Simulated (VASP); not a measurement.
An input for Ansatz (written as the equivalent of a VASP run, and not itself run):

Ansatz 0.2 input:
```yaml
crystal:
  lattice:
    - [1.2731721, -2.2051989, 0.0000000]
    - [1.2731721, 2.2051989, 0.0000000]
    - [0.0000000, 0.0000000, 4.2116471]
  atoms:
    - { symbol: B, position: [0.6666670, 0.3333330, 0.5002210] }
    - { symbol: B, position: [0.3333330, 0.6666670, 0.0002210] }
    - { symbol: N, position: [0.6666670, 0.3333330, 0.8747790] }
    - { symbol: N, position: [0.3333330, 0.6666670, 0.3747790] }
kpoints:
  mp_grid: { grid: [10, 10, 6] }
hamiltonian:
  xc: r2scan
  pseudopotentials: { kind: paw }
scf:
  occupations: { method: gaussian, width: 0.05 }
  max_iter: 100
output: { forces: true, stress: true, eigenvalues: true }
```

Question: Translate this input to VASP (INCAR, KPOINTS, POSCAR, choice of POTCAR).

Answer: One answer among several that fit: 
### KPOINTS
```
Automatic mesh
0
Gamma
10 10 6
0 0 0
```

### INCAR
```
! general
SYSTEM  = BN
PREC    = Accurate
ENCUT   = 600
LREAL   = .False.
LASPH   = .True.

! electronic loop
EDIFF   = 1E-7
NELM    = 100
ALGO    = Normal
LMIXTAU = .True.

! smearing
ISMEAR  = 0
SIGMA   = 0.05

! functional
METAGGA = R2SCAN

! ions
ISIF    = 2

! output
LWAVE   = .False.
LCHARG  = .False.
```

### POSCAR
```
BN
1
    1.2731720719    -2.2051989347     0.0000000000
    1.2731720719     2.2051989347    -0.0000000000
    0.0000000000    -0.0000000000     4.2116471431
B N
2 2
Direct
  0.6666670000   0.3333330000   0.5002209778
  0.3333330000   0.6666670000   0.0002209778
  0.6666670000   0.3333330000   0.8747790222
  0.3333330000   0.6666670000   0.3747790222
```

POTCAR, in this order: B N (PBE.64 set). Program: vasp_std.

The two are equivalent in intent, not identical: each code has its own PAW files, so the cut-off isn't converted (ENCUT is set for VASP's; basis.ecutwfc is left out, and Ansatz then takes the one that its files recommend); Ansatz stops its SCF on the density residual and VASP on the energy change (EDIFF).

The compound is BN in the wurtzite structure, a metastable high-pressure form. It was relaxed first.
